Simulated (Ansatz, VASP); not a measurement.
B7I in VASP and in Ansatz

Contents of INCAR:

```
ALGO = Normal
EDIFF = 1E-6
ENCUT = 520
GGA = PE
ISIF = 2
ISMEAR = 0
LASPH = True
LCHARG = True
LELF = True
LREAL = False
LVHAR = True
LWAVE = False
NBANDS = 24
NELM = 80
PREC = Accurate
SIGMA = 0.1
```

KPOINTS

```
k-points
0
Gamma
  4 4 4
```

Contents of POSCAR:

```
B7I
1.0
   -3.1003987100      3.1003987100      3.1003987100
    3.1003987100     -3.1003987100      3.1003987100
    3.1003987100      3.1003987100     -3.1003987100
B I
7 1
Direct
    0.5000000000      0.5000000000      0.5000000000
    0.0000000000      0.0000000000      0.5000000000
    0.0000000000      0.5000000000      0.0000000000
    0.5000000000      0.0000000000      0.0000000000
    0.0000000000      0.5000000000      0.5000000000
    0.5000000000      0.0000000000      0.5000000000
    0.5000000000      0.5000000000      0.0000000000
    0.0000000000      0.0000000000      0.0000000000
```

Input for Ansatz:

```yaml
crystal:
  lattice:
    - [-3.10039871, 3.10039871, 3.10039871]
    - [3.10039871, -3.10039871, 3.10039871]
    - [3.10039871, 3.10039871, -3.10039871]
  atoms:
    - { symbol: B, position: [0.5, 0.5, 0.5] }
    - { symbol: B, position: [0.0, 0.0, 0.5] }
    - { symbol: B, position: [0.0, 0.5, 0.0] }
    - { symbol: B, position: [0.5, 0.0, 0.0] }
    - { symbol: B, position: [0.0, 0.5, 0.5] }
    - { symbol: B, position: [0.5, 0.0, 0.5] }
    - { symbol: B, position: [0.5, 0.5, 0.0] }
    - { symbol: I, position: [0.0, 0.0, 0.0] }
basis:
  ecutwfc: 420
kpoints:
  mp_grid: { grid: [4, 4, 4] }
hamiltonian:
  xc: pbe
scf:
  occupations: { method: gaussian, width: 0.1 }
  lower_state_search: "off"
output:
  forces: true
  stress: true
  eigenvalues: true
```

Alike in both runs: task single point; functional PBE; k mesh 4 × 4 × 4; occupations gaussian, width 0.1 eV; no spin polarisation.

|  | VASP | Ansatz |
| --- | --- | --- |
| version | VASP 6.6.1 | Ansatz 0.2.0 |
| potentials or method | VASP PAW PBE potentials, release 64 (B, I) | scalar-relativistic, plane waves, PAW |
| plane-wave cutoff (eV) | 520 | 420 |
| valence electrons in the cell | 28 | 38 |

```csv
,VASP,Ansatz,Ansatz less VASP
gap on the k mesh at the Fermi level (eV),none,none,-
pressure (GPa),-17.8,-17.8,+0.03
```

A gap of «none» marks a metal or a gap that the smearing closes. The functional is the same, so the differences come from potentials, cutoffs and numerics. The two sets of potentials don't hold the same shells in valence.

Caveats: so large a pressure means that the cell lies far from this level's equilibrium, or that cutoff or potentials fall short (VASP). Spin-orbit coupling is left out, which matters for the levels of I.
